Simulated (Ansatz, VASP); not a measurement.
# La2O3: VASP beside Ansatz, part 2 of 3

One calculation is typed for both programs; each brings its own data sets. How far apart do they land? The cell is taken from a series of runs on this material, whose earlier steps may have relaxed, scaled, displaced or heated it; both programs get it as it stands.

VASP 6.6.1 and Ansatz 0.2.0.

So far: Starting point; Ansatz: zone-centre phonons, LDA.

### Step 3. VASP: zone-centre phonons, LDA

Level of this step: LDA; plane waves and PAW (O, La) (VASP).

The same cell, functional (in two slightly different forms) and mesh now go to VASP, with its own data sets.

Lines of VASP's logs that name or quote its potential files are left out, and so is its time.

INCAR

```
SYSTEM = La2O3
PREC = Accurate
ENCUT = 600
EDIFF = 1E-08
NELM = 200
ISMEAR = 0
SIGMA = 0.01
LREAL = .FALSE.
ALGO = Normal
GGA = CA
NBANDS = 26
LASPH = .TRUE.
LORBIT = 11
LWAVE = .FALSE.
LCHARG = .FALSE.
ISIF = 2
IBRION = 8
LEPSILON = .TRUE.
GGA_COMPAT = .FALSE.
EFERMI = MIDGAP
LMAXMIX = 6
KPAR = 2
```

POSCAR

```
La2O3
1.0
    3.9099887714      0.0000000000      0.0000000000
   -1.9549943857      3.3861496045      0.0000000000
    0.0000000000      0.0000000000      6.1039476996
O La
3 2
Direct
    0.6666666667      0.3333333333      0.3554459169
    0.3333333333      0.6666666667      0.6445540831
    0.0000000000      0.0000000000      0.0000000000
    0.6666666667      0.3333333333      0.7527901806
    0.3333333333      0.6666666667      0.2472098194
```

KPOINTS

```
Automatic mesh
0
Gamma
9 9 4
0 0 0
```

The projector-augmented-wave data sets are O and La (LDA family, release 64).

On the command line:

```sh
$ mpirun -np 2 vasp_std
```

Output:

```text
[banner, memory and clock lines left out]
running    2 mpi-ranks, on    1 nodes
 distrk:  each k-point on    1 cores,    2 groups
 distr:  one band on    1 cores,    1 groups

 POSCAR found type information on POSCAR O La
 POSCAR found :  2 types and       5 ions
 LDA part: xc-table for (Slater(with rela. corr.)+CA(PZ))
 , standard interpolation
 POSCAR, INCAR and KPOINTS ok, starting setup
 FFT: planning ... GRIDC
 FFT: planning ... GRID_SOFT
 FFT: planning ... GRID
 WAVECAR not read
 entering main loop
       N       E                     dE             d eps       ncg     rms          rms(c)
DAV:   1     0.484942035856E+03    0.48494E+03   -0.17110E+04  2276   0.267E+03
DAV:   2     0.855694088648E+02   -0.39937E+03   -0.38677E+03  3100   0.387E+02
DAV:   3    -0.346279457727E+02   -0.12020E+03   -0.11725E+03  3868   0.216E+02
DAV:   4    -0.504948638720E+02   -0.15867E+02   -0.15842E+02  3844   0.819E+01
DAV:   5    -0.514859286558E+02   -0.99106E+00   -0.99051E+00  3832   0.234E+01    0.147E+01
DAV:   6    -0.461237728177E+02    0.53622E+01   -0.49930E+01  3552   0.410E+01    0.780E+00
DAV:   7    -0.459603602253E+02    0.16341E+00   -0.58698E+00  4336   0.234E+01    0.349E+00
DAV:   8    -0.458794682265E+02    0.80892E-01   -0.59720E-01  3856   0.612E+00    0.127E+00
DAV:   9    -0.458598393853E+02    0.19629E-01   -0.82248E-02  3944   0.228E+00    0.375E-01
DAV:  10    -0.458607708927E+02   -0.93151E-03   -0.30402E-02  3856   0.117E+00    0.191E-01
DAV:  11    -0.458609528508E+02   -0.18196E-03   -0.91110E-03  3936   0.701E-01    0.124E-01
DAV:  12    -0.458607947153E+02    0.15814E-03   -0.26530E-03  3760   0.349E-01    0.361E-02
DAV:  13    -0.458608241249E+02   -0.29410E-04   -0.76661E-04  3936   0.187E-01    0.335E-02
DAV:  14    -0.458608049156E+02    0.19209E-04   -0.18107E-04  3960   0.110E-01    0.338E-03
DAV:  15    -0.458608057833E+02   -0.86776E-06   -0.10985E-05  3512   0.273E-02    0.248E-03
DAV:  16    -0.458608058570E+02   -0.73635E-07   -0.11909E-06  4344   0.929E-03    0.148E-03
DAV:  17    -0.458608058617E+02   -0.47185E-08   -0.16992E-07  3768   0.289E-03    0.626E-04
DAV:  18    -0.458608058558E+02    0.58740E-08   -0.49842E-08  2400   0.176E-03
   1 F= -.45860806E+02 E0= -.45860806E+02  d E =0.000000E+00
 Linear response reoptimize wavefunctions to high precision
DAV:   1    -0.458608058571E+02   -0.12687E-08   -0.23418E-08  3488   0.165E-03
DAV:   2    -0.458608058572E+02   -0.70486E-10   -0.11846E-09  2192   0.434E-04
DAV:   3    -0.458608058573E+02   -0.98680E-10   -0.52124E-10  2168   0.391E-04
 Linear response G [H, r] |phi>, progress :
  Direction:   1
       N       E                     dE             d eps       ncg     rms
 LRF_COMMUTATOR internal error: the vector H(1)-e(1) S(1) |phi(0)> is not orthog
 onal to |phi(0)> (1.072061541275530E-004,4.834240646678367E-014)
 LRF_COMMUTATOR internal error: the vector H(1)-e(1) S(1) |phi(0)> is not orthog
 onal to |phi(0)> (1.176168425412061E-004,-4.748263414400267E-016)
 LRF_COMMUTATOR internal error: the vector H(1)-e(1) S(1) |phi(0)> is not orthog
 onal to |phi(0)> (-1.074856407589529E-004,-1.620231726562338E-015)
RMM:   1    -0.150974159685E+03   -0.15097E+03    0.67266E+02  3782   0.288E+02
 LRF_COMMUTATOR internal error: the vector H(1)-e(1) S(1) |phi(0)> is not orthog
 onal to |phi(0)> (1.072061541275530E-004,4.834240646678367E-014)
 LRF_COMMUTATOR internal error: the vector H(1)-e(1) S(1) |phi(0)> is not orthog
 onal to |phi(0)> (1.176168425412061E-004,-4.748263414400267E-016)
 LRF_COMMUTATOR internal error: the vector H(1)-e(1) S(1) |phi(0)> is not orthog
 onal to |phi(0)> (-1.074856407589529E-004,-1.620231726562338E-015)
RMM:   2    -0.126728728156E+03    0.24245E+02   -0.10827E+02  3745   0.102E+02
 LRF_COMMUTATOR internal error: the vector H(1)-e(1) S(1) |phi(0)> is not orthog
 onal to |phi(0)> (1.176168425412061E-004,-4.748263414400267E-016)
 LRF_COMMUTATOR internal error: the vector H(1)-e(1) S(1) |phi(0)> is not orthog
 onal to |phi(0)> (1.072061541275530E-004,4.834240646678367E-014)
 LRF_COMMUTATOR internal error: the vector H(1)-e(1) S(1) |phi(0)> is not orthog
 onal to |phi(0)> (-1.074856407589529E-004,-1.620231726562338E-015)
RMM:   3    -0.137682368756E+03   -0.10954E+02   -0.89568E+01  5284   0.365E+01
RMM:   4    -0.139565297092E+03   -0.18829E+01   -0.97389E+00  5656   0.147E+01
RMM:   5    -0.140258148887E+03   -0.69285E+00   -0.37100E+00  5824   0.715E+00
RMM:   6    -0.140530151330E+03   -0.27200E+00   -0.10911E+00  5850   0.428E+00
RMM:   7    -0.140605227427E+03   -0.75076E-01   -0.41087E-01  5718   0.244E+00
RMM:   8    -0.140635287680E+03   -0.30060E-01   -0.15694E-01  5596   0.158E+00
RMM:   9    -0.140646375773E+03   -0.11088E-01   -0.73344E-02  5485   0.100E+00
RMM:  10    -0.140651117232E+03   -0.47415E-02   -0.31335E-02  5376   0.694E-01
RMM:  11    -0.140652943093E+03   -0.18259E-02   -0.13716E-02  5219   0.490E-01
RMM:  12    -0.140653772499E+03   -0.82941E-03   -0.11178E-02  5115   0.383E-01
[...]
RMM:   6    -0.359871219446E+00   -0.85085E-04   -0.10932E-04 11580   0.368E-02    0.314E-03
RMM:   7    -0.359829113459E+00    0.42106E-04   -0.34886E-05 12449   0.211E-02    0.238E-03
RMM:   8    -0.359832178613E+00   -0.30652E-05   -0.13885E-05 12819   0.125E-02    0.168E-03
[...]
RMM:   4    -0.369410413447E+00   -0.93425E-03   -0.11966E-03  4234   0.263E-01    0.208E-02
RMM:   5    -0.369471525792E+00   -0.61112E-04   -0.48466E-04  4970   0.850E-02    0.136E-02
RMM:   6    -0.369441077489E+00    0.30448E-04   -0.65607E-05  4938   0.433E-02    0.673E-03
RMM:   7    -0.369456140237E+00   -0.15063E-04   -0.26612E-05  5255   0.248E-02    0.317E-03
RMM:   8    -0.369459752640E+00   -0.36124E-05    0.77231E-06  5498   0.147E-02    0.134E-03
RMM:   9    -0.369460536283E+00   -0.78364E-06    0.80223E-06  5426   0.903E-03    0.470E-04
RMM:  10    -0.369462002661E+00   -0.14664E-05    0.74050E-06  5377   0.623E-03    0.376E-04
RMM:  11    -0.369462203163E+00   -0.20050E-06    0.56327E-06  5256   0.457E-03    0.129E-04
RMM:  12    -0.369461132751E+00    0.10704E-05    0.44189E-06  5133   0.366E-03    0.159E-04
RMM:  13    -0.369461369459E+00   -0.23671E-06    0.17877E-06  5208   0.308E-03    0.248E-04
RMM:  14    -0.369461960418E+00   -0.59096E-06    0.17749E-06  5047   0.293E-03    0.299E-04
RMM:  15    -0.369462169395E+00   -0.20898E-06    0.20203E-06  5038   0.273E-03    0.197E-04
RMM:  16    -0.369462153114E+00    0.16281E-07    0.14437E-06  5031   0.260E-03    0.157E-04
RMM:  17    -0.369462151653E+00    0.14604E-08    0.11238E-06  5033   0.254E-03    0.155E-04
RMM:  18    -0.369462152486E+00   -0.83251E-09    0.77761E-07  5012   0.251E-03    0.159E-04
RMM:  19    -0.369462135597E+00    0.16889E-07    0.61510E-07  5005   0.247E-03    0.169E-04
 first order change of Fermi-energy  -0.11854E-03
 force on displaced ion       3 direction 3 :   0.000   0.000  -5.187
 Born effective charge ion    3 direction 3 :   0.000   0.000  -2.599
 Linear response progress:
  Degree of freedom:   5/  6
       N       E                     dE             d eps       ncg     rms          rms(c)
RMM:   1    -0.220221163910E+00   -0.22022E+00   -0.14586E+00 12320   0.393E+01
RMM:   2    -0.245832398165E+00   -0.25611E-01   -0.84625E-02 14293   0.260E+00    0.143E-01
RMM:   3    -0.250365547107E+00   -0.45331E-02   -0.31998E-02 20330   0.831E-01    0.988E-02
RMM:   4    -0.251217090242E+00   -0.85154E-03   -0.52994E-03 22223   0.329E-01    0.767E-02
RMM:   5    -0.252433736889E+00   -0.12166E-02   -0.16244E-03 20937   0.231E-01    0.170E-02
RMM:   6    -0.252727629579E+00   -0.29389E-03   -0.94613E-04 23404   0.123E-01    0.103E-02
RMM:   7    -0.252731731078E+00   -0.41015E-05   -0.38590E-04 22868   0.803E-02    0.930E-03
RMM:   8    -0.252862316154E+00   -0.13059E-03   -0.18205E-04 23178   0.496E-02    0.365E-03
RMM:   9    -0.252918817946E+00   -0.56502E-04   -0.17340E-04 22188   0.353E-02    0.304E-03
RMM:  10    -0.252958869363E+00   -0.40051E-04   -0.27221E-04 22502   0.251E-02    0.186E-03
RMM:  11    -0.253011920308E+00   -0.53051E-04   -0.30451E-04 21266   0.201E-02    0.190E-03
RMM:  12    -0.252974474106E+00    0.37446E-04   -0.27055E-04 21522   0.151E-02    0.147E-03
RMM:  13    -0.252983318131E+00   -0.88440E-05   -0.24427E-04 21424   0.123E-02    0.115E-03
RMM:  14    -0.252986275067E+00   -0.29569E-05   -0.21528E-04 20591   0.107E-02    0.125E-03
[...]
RMM:  19    -0.253006108692E+00   -0.10485E-05   -0.11489E-04 19981   0.723E-03    0.468E-04
RMM:  20    -0.253005800844E+00    0.30785E-06   -0.10125E-04 20175   0.696E-03    0.577E-04
RMM:  21    -0.253008008910E+00   -0.22081E-05   -0.89421E-05 19632   0.677E-03    0.461E-04
RMM:  22    -0.253012448109E+00   -0.44392E-05   -0.79246E-05 19659   0.666E-03    0.164E-04
RMM:  23    -0.253014516257E+00   -0.20681E-05   -0.69794E-05 19425   0.659E-03    0.782E-05
RMM:  24    -0.253014725945E+00   -0.20969E-06   -0.62194E-05 19510   0.648E-03    0.775E-05
RMM:  25    -0.253014825968E+00   -0.10002E-06   -0.55368E-05 19338   0.642E-03    0.819E-05
RMM:  26    -0.253015160353E+00   -0.33439E-06   -0.49873E-05 19338   0.637E-03    0.741E-05
 first order change of Fermi-energy   0.11490E-04
 force on displaced ion       4 direction 1 :  -5.958   0.002   0.005
 Born effective charge ion    4 direction 1 :   4.194   0.000  -0.000
 Linear response progress:
  Degree of freedom:   6/  6
       N       E                     dE             d eps       ncg     rms          rms(c)
RMM:   1    -0.277480754414E+00   -0.27748E+00   -0.12597E+00  3162   0.373E+01
RMM:   2    -0.302166215957E+00   -0.24685E-01   -0.90028E-02  3614   0.280E+00    0.148E-01
RMM:   3    -0.307253467266E+00   -0.50873E-02   -0.37653E-02  4759   0.946E-01    0.115E-01
RMM:   4    -0.308155158802E+00   -0.90169E-03   -0.57566E-03  5498   0.359E-01    0.905E-02
RMM:   5    -0.309300872912E+00   -0.11457E-02   -0.22116E-03  4723   0.301E-01    0.309E-02
RMM:   6    -0.309607481304E+00   -0.30661E-03   -0.11994E-03  5910   0.136E-01    0.183E-02
RMM:   7    -0.309833603160E+00   -0.22612E-03   -0.41572E-04  5754   0.931E-02    0.143E-02
RMM:   8    -0.309890821021E+00   -0.57218E-04   -0.19027E-04  5726   0.599E-02    0.103E-02
RMM:   9    -0.309964552374E+00   -0.73731E-04   -0.10072E-04  5782   0.376E-02    0.640E-03
RMM:  10    -0.310044737125E+00   -0.80185E-04   -0.37997E-05  5355   0.333E-02    0.340E-03
RMM:  11    -0.310046743391E+00   -0.20063E-05   -0.27105E-05  5513   0.209E-02    0.152E-03
RMM:  12    -0.310067649789E+00   -0.20906E-04   -0.12306E-05  5624   0.150E-02    0.781E-04
RMM:  13    -0.310073752279E+00   -0.61025E-05   -0.77296E-06  5339   0.122E-02    0.492E-04
RMM:  14    -0.310077456321E+00   -0.37040E-05   -0.28876E-06  5353   0.993E-03    0.432E-04
[...]
RMM:  22    -0.310083961274E+00    0.39897E-07    0.22629E-07  4944   0.681E-03    0.397E-05
RMM:  23    -0.310083880169E+00    0.81104E-07    0.11208E-06  5034   0.671E-03    0.638E-05
RMM:  24    -0.310084038633E+00   -0.15846E-06    0.59637E-07  4948   0.668E-03    0.747E-05
RMM:  25    -0.310084172059E+00   -0.13343E-06    0.36147E-07  4977   0.668E-03    0.814E-05
RMM:  26    -0.310084183428E+00   -0.11369E-07    0.36134E-07  4970   0.669E-03    0.931E-05
RMM:  27    -0.310084202138E+00   -0.18710E-07    0.36991E-07  4949   0.672E-03    0.104E-04
RMM:  28    -0.310084159796E+00    0.42342E-07    0.15934E-08  4958   0.674E-03    0.122E-04
RMM:  29    -0.310084377691E+00   -0.21790E-06    0.12095E-08  4948   0.676E-03    0.107E-04
 first order change of Fermi-energy   0.33658E+00
 force on displaced ion       4 direction 3 :   0.000   0.000 -12.510
 Born effective charge ion    4 direction 3 :  -0.000   0.000   3.838
 Born effective charges drift removed
 Linear response finished
```

(Continued in part 3 of 3.)

[Lines on the potential files, build, host, timing and source positions are cut from VASP's logs without a mark.]

[Logs are printed without paths, hosts, clocks, repeated set-up lines and the standing remarks that a program may print on its own settings, such as how far it seeks lower states.]

[Hosts, paths, dates, database ids (printed as entryN), source tags and the programs' standing remarks are cut or masked in the printed files.]
